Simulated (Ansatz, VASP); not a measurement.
# KNaCl2 in two plane-wave programs, part 2 of 2

Wanted: the spread between two codes on one cell, functional and k mesh. Of the first pair: The cell is taken from a series of runs on this material, whose earlier steps may have relaxed, scaled, displaced or heated it; both programs get it as it stands.

VASP 6.6.1 and Ansatz 0.2.0.

So far: The structure; Ansatz: relaxation of cell and atoms, PBEsol with D3(BJ); VASP: relaxation of cell and atoms, PBEsol with D3(BJ); Side by side.

## 5. Ansatz: relaxation, PBEsol with D3(BJ)

Level of this step: Ansatz beside VASP: Kohn-Sham DFT, plane waves, PBEsol with D3(BJ) (Ansatz).

This run makes the geometry at which the two programs are then compared.

The structure compared here is the end of the Ansatz relaxation.

input.yaml reads:

```yaml
crystal:
  lattice:
    - [2.0639412263, 1.1916171869, 6.8517143883]
    - [-2.0639412263, 1.1916171869, 6.8517143883]
    - [0.0, -2.3832338809, 6.8517144741]
  atoms:
    - { symbol: K, position: [0.5, 0.5, 0.5] }
    - { symbol: Na, position: [1.0, 0.0, 0.0] }
    - { symbol: Cl, position: [0.7408271627, 0.7408271627, 0.7408271627] }
    - { symbol: Cl, position: [0.2591728373, 0.2591728373, 0.2591728373] }
kpoints:
  mp_grid: { grid: [6, 6, 6] }
hamiltonian:
  xc: pbesol
  dispersion: d3bj
scf:
  occupations: { method: gaussian, width: 0.02 }
output:
  forces: true
  stress: true
  eigenvalues: true
  write_density: true
  write_potential: true
  elf: true
  volumetric_format: npy
relax:
  adjacent_minimum: "off"
  f_tol: 0.001
  max_steps: 60
  cell: { stress_tol: 0.02, fix: [volume] }
```

Started as:

```bash
$ ansatz run input.yaml --threads 4 --pin off --max-ram 8192MiB --backend cpu --events-out ev --progress --plain --runs-dir out
```

Numbers of over 12 decimals in the logs are rounded to 6 here.

The log of the run:

```text
[...]
Crystal: 4 atoms, lattice volume = 101.108 Å³
Basis set: ecut = 420 eV, 1925 PW (Γ), FFT grids on a1−a2, a2, −a2+a3, exchange–correlation on 60×100×60 points (8 copies of the dense FFT grid, shifted against one another)
Bands: 20, of which v1, the nominal top of the filled ones, is band 16 counted from 1 (15 counted from 0)
Symmetry: 12 space group operations
[...]
--- Relaxed structure (2 steps of the walk, 2 accepted, 1 SCFs on fresh bases) ---
[...]
cell:  # Å, volume = 101.1078 Å³
    - [2.064577, 1.191984, 6.847497]
    - [-2.064577, 1.191984, 6.847497]
    - [0, -2.383968, 6.847497]
  atoms:
    - { symbol: K, position: [0.500000, 0.500000, 0.5] }
    - { symbol: Na, position: [1.0, 5.551115123125783e-17, 0.0] }
    - { symbol: Cl, position: [0.741020, 0.741020, 0.741020] }
    - { symbol: Cl, position: [0.258980, 0.258980, 0.258980] }
[key lines of the parts left out:]
SCF converged after 7 iterations
Free energy (F): -5121.759731 eV
Fermi energy:    3.899765 eV
P = ⅓ Tr σ = -0.6959 GPa (-6.959 kbar)
```

## 6. VASP: single point, PBEsol with D3(BJ), relaxed cell, pair 2

The same cell, functional, mesh and smearing now go to VASP, with its own data sets.

INCAR reads:

```
SYSTEM = KNaCl2
PREC = Accurate
ENCUT = 500
EDIFF = 1E-06
NELM = 120
ISMEAR = 0
SIGMA = 0.02
LREAL = .FALSE.
ALGO = Normal
GGA = PS
IVDW = 12
NBANDS = 21
LORBIT = 11
LWAVE = .FALSE.
LCHARG = .FALSE.
ISIF = 2
LASPH = .TRUE.
GGA_COMPAT = .FALSE.
EFERMI = MIDGAP
KPAR = 2
```

POSCAR reads:

```
KNaCl2
1.0
    2.0645767885      1.1919841289      6.8474965547
   -2.0645767885      1.1919841289      6.8474965547
    0.0000000000     -2.3839677650      6.8474966405
K Na Cl
1 1 2
Direct
    0.5000000000      0.5000000000      0.5000000000
    0.0000000000      0.0000000000      0.0000000000
    0.7410197198      0.7410197198      0.7410197198
    0.2589802802      0.2589802802      0.2589802802
```

KPOINTS reads:

```
Automatic mesh
0
Gamma
6 6 6
0 0 0
```

The projector-augmented-wave data sets are K_sv, Na_pv and Cl (PBE family, release 64).

Started as:

```bash
$ mpirun -np 2 vasp_std
```

The log of the run:

```text
[banner, memory and clock lines left out]
running    2 mpi-ranks, on    1 nodes
[...]
[... a notice as in an earlier step ...]

 LDA part: xc-table for (Slater+PW92), standard interpolation
 POSCAR, INCAR and KPOINTS ok, starting setup
[...]
entering main loop
       N       E                     dE             d eps       ncg     rms          rms(c)
DAV:   1     0.256991298589E+03    0.25699E+03   -0.13900E+04  1376   0.131E+03
DAV:   2     0.101609699458E+02   -0.24683E+03   -0.23234E+03  1512   0.349E+02
DAV:   3    -0.136044182558E+02   -0.23765E+02   -0.23601E+02  2054   0.104E+02
DAV:   4    -0.143301047060E+02   -0.72569E+00   -0.72399E+00  2025   0.165E+01
[...]
DAV:  11    -0.139498868858E+02   -0.59348E-04   -0.88914E-05  1968   0.594E-02    0.771E-03
DAV:  12    -0.139498901963E+02   -0.33105E-05   -0.55122E-06  1521   0.137E-02    0.525E-03
DAV:  13    -0.139498910124E+02   -0.81612E-06   -0.95421E-07  1451   0.582E-03
   1 F= -.14750533E+02 E0= -.14750533E+02  d E =0.000000E+00
```

Parts of OUTCAR (step 6):

```text
 Edisp (eV)   -0.80064

  Total      -0.41284    -0.41284    -0.42341     0.00000    -0.00000     0.00000
  in kB      -6.54195    -6.54195    -6.70949     0.00000    -0.00000     0.00000
  external pressure =       -6.60 kB  Pullay stress =        0.00 kB

 POSITION                                       TOTAL-FORCE (eV/Angst)
 -----------------------------------------------------------------------------------
      0.00000      0.00000     10.27124        -0.000000      0.000000      0.000000
      0.00000      0.00000      0.00000         0.000000      0.000000      0.000000
      0.00000      0.00000     15.22239         0.000000     -0.000000     -0.008674
      0.00000      0.00000      5.32010         0.000000      0.000000      0.008674
 -----------------------------------------------------------------------------------
    total drift:                               -0.000000     -0.000000     -0.000000

  FREE ENERGIE OF THE ION-ELECTRON SYSTEM (eV)
  ---------------------------------------------------
  free  energy   TOTEN  =       -14.7505325467 eV

  energy  without entropy=      -14.7505325467  energy(sigma->0) =      -14.75053255

[... 1 part as in an earlier step ...]

[... 2 further parts left out ...]
[key lines of the parts left out:]
E-fermi :   1.4254
```

The run ends at a pressure of -0.66 GPa, with forces up to 0.0087 eV/Å.

## 7. Differences

What differs besides the data sets and the points named for the pairs above, as far as they apply: the data sets hold 32 valence electrons in Ansatz (on its default PAW (the set named soft_2) files) and 30 in VASP; Ansatz's pressure holds a Pulay correction, VASP's none. Total energies have different zeros and are not compared.

Compared:

```csv
quantity,Ansatz,VASP,difference
pressure (GPa),-0.70,-0.66,-0.04
gap on the k mesh (eV),5.077,5.072,+0.005
```

At this near-relaxed geometry the largest component of a force difference is 9 meV/Å. A gap on the mesh is an upper bound, since the band edges may lie between its points.

## 8. Ansatz: relaxation, PBEsol with D3(BJ)

The two programs are compared at the cell with which this relaxation starts, whose forces are those of its first step. The cell compared in this pair holds 83.44 Å³, against 101.11 Å³ for the pair before.

The structure compared here is the start of the Ansatz relaxation; VASP solves that cell, so the two are compared at the walk's first step.

input.yaml, the sections that differ from step 5:

```yaml
crystal:
  lattice:
    - [1.9359370271, 1.1177139179, 6.426775828]
    - [-1.9359370271, 1.1177139179, 6.426775828]
    - [0.0, -2.2354273733, 6.4267759084]
  atoms:
    - { symbol: K, position: [0.5, 0.5, 0.5] }
    - { symbol: Na, position: [1.0, 0.0, 0.0] }
    - { symbol: Cl, position: [0.7408271627, 0.7408271627, 0.7408271627] }
    - { symbol: Cl, position: [0.2591728373, 0.2591728373, 0.2591728373] }
output:
  forces: true
  stress: true
  eigenvalues: true
# kpoints, hamiltonian, scf, relax: as in step 5
```

Started as:

```bash
$ ansatz run input.yaml --threads 4 --pin off --max-ram 8192MiB --backend cpu --events-out ev --progress --plain --runs-dir out
```

The log of the run:

```text
[...]
Crystal: 4 atoms, lattice volume = 83.438 Å³
Basis set: ecut = 420 eV, 1665 PW (Γ), FFT grids on a1−a3, a2−a3, a3, exchange–correlation on 54×54×96 points (8 copies of the dense FFT grid, shifted against one another)
Bands: 20, of which v1, the nominal top of the filled ones, is band 16 counted from 1 (15 counted from 0)
Symmetry: 12 space group operations
[...]
--- Relaxed structure (5 steps of the walk, 5 accepted, 1 SCFs on fresh bases) ---
[...]
cell:  # Å, volume = 83.4385 Å³
    - [1.919025, 1.107950, 6.540549]
    - [-1.919025, 1.107950, 6.540549]
    - [0, -2.215899, 6.540549]
  atoms:
    - { symbol: K, position: [0.500000, 0.500000, 0.5] }
    - { symbol: Na, position: [1.0, -1.1102230246251565e-16, 0.0] }
    - { symbol: Cl, position: [0.739959, 0.739959, 0.739959] }
    - { symbol: Cl, position: [0.260041, 0.260041, 0.260041] }
[key lines of the parts left out:]
SCF converged after 5 iterations
Free energy (F): -5121.528797 eV
Fermi energy:    5.958858 eV
P = ⅓ Tr σ = 6.0374 GPa (60.374 kbar)
```

## 9. VASP: single point, PBEsol with D3(BJ), start cell, pair 3

The same cell, functional, mesh and smearing now go to VASP, with its own data sets.

INCAR, as its differences from that of step 6:

```diff
@@ -2,3 +2,3 @@
 PREC = Accurate
-ENCUT = 500
+ENCUT = 400
 EDIFF = 1E-06
```

POSCAR reads:

```
KNaCl2
1.0
    1.9359370000      1.1177140000      6.4267760000
   -1.9359370000      1.1177140000      6.4267760000
    0.0000000000     -2.2354270000      6.4267760000
K Na Cl
1 1 2
Direct
    0.4999999254      0.4999999254      0.5000001491
    0.0000000000      0.0000000000      0.0000000000
    0.7408270165      0.7408270165      0.7408273479
    0.2591727825      0.2591727825      0.2591728984
```

KPOINTS is that of step 6.

Started as:

```bash
$ mpirun -np 2 vasp_std
```

The log of the run:

```text
[... set-up lines as in an earlier step ...]
 entering main loop
       N       E                     dE             d eps       ncg     rms          rms(c)
DAV:   1     0.239368947747E+03    0.23937E+03   -0.12779E+04  1368   0.118E+03
DAV:   2     0.442385864608E+01   -0.23495E+03   -0.22137E+03  1616   0.336E+02
DAV:   3    -0.134183818350E+02   -0.17842E+02   -0.17759E+02  2081   0.921E+01
DAV:   4    -0.138789162592E+02   -0.46053E+00   -0.45919E+00  1924   0.134E+01
[...]
DAV:  11    -0.135219324218E+02   -0.20053E-04   -0.46037E-05  1926   0.467E-02    0.136E-02
DAV:  12    -0.135219347076E+02   -0.22858E-05   -0.27782E-06  1463   0.125E-02    0.799E-03
DAV:  13    -0.135219355538E+02   -0.84627E-06   -0.20192E-06  1389   0.937E-03
   1 F= -.14499275E+02 E0= -.14499275E+02  d E =0.000000E+00
```

OUTCAR, selected parts (step 9):

```text
 Edisp (eV)   -0.97734

  Total       3.16636     3.16636     3.42092     0.00000     0.00000     0.00000
  in kB      60.80008    60.80007    65.68816     0.00000     0.00000     0.00000
  external pressure =       62.43 kB  Pullay stress =        0.00 kB

 POSITION                                       TOTAL-FORCE (eV/Angst)
 -----------------------------------------------------------------------------------
      0.00000     -0.00000      9.64016        -0.000000      0.000000      0.000000
      0.00000      0.00000      0.00000         0.000000      0.000000      0.000000
      0.00000      0.00000     14.28339         0.000000     -0.000000     -0.130545
      0.00000      0.00000      4.99694         0.000000      0.000000      0.130545
 -----------------------------------------------------------------------------------
    total drift:                                0.000000      0.001271      0.000935

  FREE ENERGIE OF THE ION-ELECTRON SYSTEM (eV)
  ---------------------------------------------------
  free  energy   TOTEN  =       -14.4992748734 eV

  energy  without entropy=      -14.4992748734  energy(sigma->0) =      -14.49927487

[... 1 part as in an earlier step ...]

[... 2 further parts left out ...]
[key lines of the parts left out:]
E-fermi :   2.9698
```

The run ends at a pressure of 6.24 GPa, with forces up to 0.13 eV/Å.

## 10. Comparison

What differs besides the data sets and the points named for the pairs above, as far as they apply: the data sets hold 32 valence electrons in Ansatz (on its default PAW (the set named soft_2) files) and 30 in VASP; the cutoff is 420 eV in Ansatz and 400 eV in VASP. Total energies have different zeros and are not compared.

Forces (eV/Å; atoms numbered as in POSCAR):

```csv
atom,"Ansatz x, y, z","VASP x, y, z"
K1,"0.000, 0.000, 0.000","0.000, 0.000, 0.000"
Na2,"0.000, 0.000, 0.000","0.000, 0.000, 0.000"
Cl3,"0.000, 0.000, -0.116","0.000, 0.000, -0.131"
Cl4,"0.000, 0.000, 0.116","0.000, 0.000, 0.131"
```

The forces differ by 5.9 meV/Å r.m.s., which is 11.0 % of the r.m.s. force of 0.053 eV/Å (both taken over all components).

## 11. What came out

```json
{"difference in volume (relaxation of cell and atoms, PBEsol with D3(BJ))": "-0.11 %", "difference in gap on the k mesh (single point, PBEsol with D3(BJ), relaxed cell, pair 2)": "0.0047 eV", "r.m.s. force difference (single point, PBEsol with D3(BJ), start cell, pair 3)": "5.9 meV/Å"}
```

The r.m.s. force difference is 5.9 meV/Å (single point, PBEsol with D3(BJ), start cell, pair 3), within the 12 meV/Å picked in this series as the mark of a large difference. The data sets hold unlike numbers of valence electrons (32 in Ansatz and 30 in VASP), so part of the differences comes from the potentials. 10 further runs of this series are not shown here. How closely two codes agree says nothing of how well the functional describes the real material.

[Lines on the potential files, build, host, timing and source positions are cut from VASP's logs without a mark.]

[Logs are printed without paths, hosts, clocks, repeated set-up lines and the standing remarks that a program may print on its own settings, such as how far it seeks lower states.]

[Hosts, paths, dates, database ids (printed as entryN), source tags and the programs' standing remarks are cut or masked in the printed files.]
